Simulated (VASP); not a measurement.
Level of theory: PBE GGA, VASP's PBE PAW potentials (set 64) (plane waves; VASP).

VASP ran on this input.

POSCAR:
```
CdSe
1
    0.0000000000     3.0855000000     3.0855000000
    3.0855000000     0.0000000000     3.0855000000
    3.0855000000     3.0855000000     0.0000000000
Cd Se
1 1
Direct
  0.0000000000   0.0000000000   0.0000000000
  0.2500000000   0.2500000000   0.2500000000
```

### KPOINTS
```
Automatic mesh
0
Gamma
7 7 7
0 0 0
```

### INCAR
```
# general
SYSTEM  = CdSe
PREC    = Accurate
ENCUT   = 400
LREAL   = .False.
LASPH   = .True.
NBANDS  = 11

# electronic loop
EDIFF   = 1E-6
NELM    = 100
ALGO    = Normal
LMAXMIX = 4

# smearing
ISMEAR  = 0
SIGMA   = 0.05

# functional
GGA     = PE

# ions
ISIF    = 2

# output
LWAVE   = .False.
LCHARG  = .False.
```

POTCAR, in this order: Cd Se (PBE.64 set). Program: vasp_std.

Output of the run:

### OSZICAR
```
       N       E                     dE             d eps       ncg     rms          rms(c)
DAV:   1     0.945110774805E+02    0.94511E+02   -0.79452E+03   456   0.119E+03
DAV:   2    -0.103900595338E+01   -0.95550E+02   -0.93464E+02   470   0.301E+02
DAV:   3    -0.583505465317E+01   -0.47960E+01   -0.47850E+01   491   0.677E+01
DAV:   4    -0.587644314987E+01   -0.41388E-01   -0.41347E-01   479   0.559E+00
DAV:   5    -0.587683344246E+01   -0.39029E-03   -0.39028E-03   506   0.489E-01    0.597E+00
DAV:   6    -0.551318596502E+01    0.36365E+00   -0.85467E-01   554   0.124E+01    0.468E+00
DAV:   7    -0.549241671624E+01    0.20769E-01   -0.17992E-01   470   0.349E+00    0.209E+00
DAV:   8    -0.549301817105E+01   -0.60145E-03   -0.16609E-02   464   0.221E+00    0.229E-01
DAV:   9    -0.549308480539E+01   -0.66634E-04   -0.29783E-03   473   0.930E-01    0.669E-02
DAV:  10    -0.549313608155E+01   -0.51276E-04   -0.35451E-04   476   0.324E-01    0.508E-02
DAV:  11    -0.549318613119E+01   -0.50050E-04   -0.98665E-05   455   0.102E-01    0.114E-02
DAV:  12    -0.549318137867E+01    0.47525E-05   -0.32588E-05   553   0.879E-02    0.557E-03
DAV:  13    -0.549318217726E+01   -0.79860E-06   -0.39268E-06   450   0.209E-02
   1 F= -.54931822E+01 E0= -.54931822E+01  d E =-.172159E-11
```

OUTCAR:
```
------------------------ aborting loop because EDIFF is reached ----------------------------------------
  FORCE on cell =-STRESS in cart. coord.  units (eV):
  Direction    XX          YY          ZZ          XY          YZ          ZX
  --------------------------------------------------------------------------------------
  Total        0.1641681      0.1641681      0.1641681      0.0000000     -0.0000000     -0.0000000
  in kB        4.4770568      4.4770568      4.4770568      0.0000000     -0.0000000     -0.0000000
  external PRESSURE =       4.4770568 kB  Pullay stress =       0.0000000 kB
  volume of cell :       58.75
      direct lattice vectors                 reciprocal lattice vectors
     0.000000000  3.085500000  3.085500000    -0.162048290  0.162048290  0.162048290
     3.085500000  0.000000000  3.085500000     0.162048290 -0.162048290  0.162048290
     3.085500000  3.085500000  0.000000000     0.162048290  0.162048290 -0.162048290
  FREE ENERGIE OF THE ION-ELECTRON SYSTEM (eV)
  ---------------------------------------------------
  free  energy   TOTEN  =        -5.4931821773 eV

  energy  without entropy=       -5.4931821773  energy(sigma->0) =       -5.49318218
```
(Selected blocks of OUTCAR.)

The compound is CdSe in the zinc blende structure, whereas wurtzite is the usual form. The cell was not relaxed at this level. The run is one of a series of settings (NBANDS = 11 against the base run), some of them coarse on purpose.
